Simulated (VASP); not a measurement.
The cell holds one MgI₂ (1T layered) monolayer, with vacuum along c. Ionisation potential and electron affinity count from the cell's own band edges, surface states included.

Here is the system:

```xyz
3
Lattice="4.0560 0.0000 0.0000 -2.0280 3.5126 0.0000 0.0000 0.0000 19.0982" Properties=species:S:1:pos:R:3 pbc="T T T"
I      2.0280     1.1709     7.8890
I      0.0000     2.3418    11.2092
Mg     0.0000     0.0000     9.5491
```

Method: LDA (Ceperley-Alder, Perdew-Zunger), VASP's LDA PAW potentials (set 64) (plane waves; VASP). Settings: 400 eV cut-off, 12×12×1 Γ-centred mesh, Gaussian smearing of 0.050 eV, potentials I Mg.

Unless said otherwise, spin-orbit coupling is left out, though it shifts the bands of the heavy elements here.

Q: Predict its energy to cut it from the bulk, per area, ionisation potential, electron affinity, band gap (on the k-mesh).

A: 
```yaml
energy_to_cut_it_from_the_bulk_per_area: 7.4 meV/Å²
ionisation_potential: 6.45 eV
electron_affinity: 2.95 eV
band gap (on the k-mesh): 3.50 eV
```

The cell is a sheet with vacuum, built from MgI2 (1T layered).
